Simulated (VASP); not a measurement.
Computed with PBE GGA, VASP's PBE PAW potentials (set 64) (plane waves; VASP 6.6.1).

A VASP calculation is set up with these files.

POSCAR:
```
RuAl
1
    2.9900000000     0.0000000000     0.0000000000
    0.0000000000     2.9900000000     0.0000000000
    0.0000000000     0.0000000000     2.9900000000
Al Ru
1 1
Direct
  0.4968740000   0.5033170000   0.4972960000
  0.0031260000  -0.0033170000   0.0027040000
```

**INCAR**
```
ALGO = Normal
EDIFF = 1E-6
ENCUT = 180
GGA = PE
ISIF = 2
ISMEAR = 1
LASPH = .TRUE.
LCHARG = .FALSE.
LMAXMIX = 4
LREAL = .FALSE.
LWAVE = .FALSE.
NELM = 100
PREC = Accurate
SIGMA = 0.2
SYSTEM = RuAl
```

### KPOINTS
```
Automatic mesh
0
Gamma
6 6 6
0.5 0.5 0.5
```

POTCAR, in this order: Al Ru_pv (PBE.64 set). Program: vasp_std.

At this cut-off the stress carries a Pulay error, which pulls relaxed volumes low. Gaps are read on the run's mesh, which can miss a band edge.

### Question
What does the run give for the energy per atom (σ→0), pressure, largest force, band gap (on the k-mesh)?

### Answer

The energy per atom (σ→0) comes out as -6.720 eV/atom and the band gap (on the k-mesh) is none (metal, semimetal or under 0.01 eV). The pressure is -107.07 GPa and the largest force is 0.236 eV/Å.

File OSZICAR:
```
...
DAV:   5    -0.144516340559E+02   -0.29609E-04   -0.29608E-04  3108   0.112E-01    0.166E+01
DAV:   6    -0.135523782620E+02    0.89926E+00   -0.49299E+00  2784   0.234E+01    0.313E+00
DAV:   7    -0.134616865711E+02    0.90692E-01   -0.28081E-01  2736   0.518E+00    0.262E+00
DAV:   8    -0.134435439249E+02    0.18143E-01   -0.36333E-02  2836   0.191E+00    0.222E-01
DAV:   9    -0.134434872551E+02    0.56670E-04   -0.44079E-04  3444   0.137E-01    0.109E-01
DAV:  10    -0.134434833121E+02    0.39429E-05   -0.17820E-05  2876   0.491E-02    0.121E-02
DAV:  11    -0.134434837386E+02   -0.42653E-06   -0.38960E-07  1964   0.704E-03
   1 F= -.13443484E+02 E0= -.13440955E+02  d E =-.758729E-02
```

The structure is a typed RuAl crystal. The cell was not relaxed at this level, atoms are displaced from their ideal sites. The k-mesh is coarse (spacing up to 0.35 per Å, 2π included), so the numbers may not be converged in it. The run is one of a series of settings (ENCUT = 180, ISMEAR = 1, SIGMA = 0.2, KPOINTS 6×6×6 Γ-centred mesh shifted by (0.5, 0.5, 0.5) against the base run), some of them coarse on purpose. The electron count is odd and the run is not spin-polarised, which forces a metal.
